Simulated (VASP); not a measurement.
An input for Ansatz (written as the equivalent of a VASP run, and not itself run):

Ansatz 0.2 input:
```yaml
crystal:
  lattice:
    - [0.0000000, 2.5287940, 2.5287940]
    - [2.5287940, 0.0000000, 2.5287940]
    - [2.5287940, 2.5287940, 0.0000000]
  atoms:
    - { symbol: V, position: [0.0000000, 0.0000000, 0.0000000], spin: 2 }
    - { symbol: O, position: [0.2500000, 0.2500000, 0.2500000] }
kpoints:
  mp_grid: { grid: [11, 11, 11] }
hamiltonian:
  xc: lda
  pseudopotentials: { kind: paw }
magnetization: { spin_polarized: true }
scf:
  occupations: { method: methfessel_paxton, width: 0.1 }
  max_iter: 100
relax:
  max_steps: 60
  f_tol: 0.01
  cell: {}
output: { forces: true, stress: true, eigenvalues: true }
```

Q: Translate this input to VASP (INCAR, KPOINTS, POSCAR, choice of POTCAR).

A: This is not unique; one that fits is 
### KPOINTS
```
K-points
0
G
  11 11 11
0 0 0
```

File POSCAR:
```
VO
1
    0.0000000000     2.5287940000     2.5287940000
    2.5287940000     0.0000000000     2.5287940000
    2.5287940000     2.5287940000     0.0000000000
V O
1 1
Direct
  0.0000000000   0.0000000000   0.0000000000
  0.2500000000   0.2500000000   0.2500000000
```

INCAR:
```
MAGMOM  =  2.0 0.0
NSW  =  60
ISIF  =  3
LMAXMIX  =  4   ! l cut-off of mixed one-centre charges
ISMEAR  =  1   ! Methfessel-Paxton
PREC  =  Accurate
SYSTEM  =  VO
IBRION  =  2   ! conjugate gradients
EDIFF  =  1E-6
ALGO  =  Normal   ! blocked Davidson
LORBIT  =  10
EDIFFG  =  -0.01   ! ionic stop
ENCUT  =  520   ! plane-wave cut-off (eV)
LASPH  =  T   ! aspherical one-centre terms
LCHARG  =  F
NELM  =  100
SIGMA  =  0.1   ! width (eV)
ISPIN  =  2
LWAVE  =  F
LREAL  =  F   ! projection in real space or not
```

POTCAR, in this order: V_sv O (LDA.64 set). Program: vasp_std.

The two are equivalent in intent, not identical: each code has its own PAW files, so the cut-off isn't converted (ENCUT is set for VASP's; basis.ecutwfc is left out, and Ansatz then takes the one that its files recommend); Ansatz stops its SCF on the density residual and VASP on the energy change (EDIFF); Ansatz's lda is the Perdew-Wang form, while the LDA potentials of VASP carry Perdew-Zunger's.

The structure was generated: VO was put into the zinc blende type (F-43m), which need not be its known phase. This run relaxes it. Symmetry was kept, so distortions that lower it aren't found.
